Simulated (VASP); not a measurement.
Si16F (a cell with a defect), 17 atoms in the cell. The cell holds a defect, 17 atoms: a = 7.679 Å, b = 7.679 Å, c = 7.679 Å, α = 60.00°, β = 60.00°, γ = 60.00°. The cell was built by a generator and needn't be a form met in nature.

| Property | Result |
| --- | --- |
| Program | VASP 6.6.1 |
| Task | single point |
| Functional | PBE |
| Dispersion | D3(BJ) |
| Potentials or basis | VASP PAW PBE potentials, release 64 (Si, F) |
| Cutoff | 520 eV |
| k mesh | 2 × 2 × 2 |
| Occupations | fermi-dirac, width 0.05 eV |
| Spin | collinear spin, zero start |
| Starting moments | [0.0, 0.0, 0.0, 0.0, 0.0, 0.0, 0.0, 0.0, 0.0, 0.0, 0.0, 0.0, 0.0, 0.0, 0.0, 0.0, 0.0] μB |
| Dipole correction | no |
| Further INCAR settings | LREAL = Auto; ALGO = Normal; EDIFF = 1e-06; NBANDS = 54 |

Potentials or basis: VASP PAW PBE potentials, release 64 (Si, F).

Run with:

```console
$ cat potpaw_PBE.64/Si/POTCAR potpaw_PBE.64/F/POTCAR > POTCAR
$ mpirun -np 1 vasp_std > vasp.out
```

Hardware: 1 thread of Intel(R) Xeon(R) Platinum 8488C (Sapphire Rapids) (shared host).

**Question.** How long does it take, and how much memory?

**Answer.** Wall time 9.2 min on 1 thread of Intel(R) Xeon(R) Platinum 8488C (Sapphire Rapids), on a shared host, peak memory 0.72 GiB. Counts: scf iterations 16, k points 8.
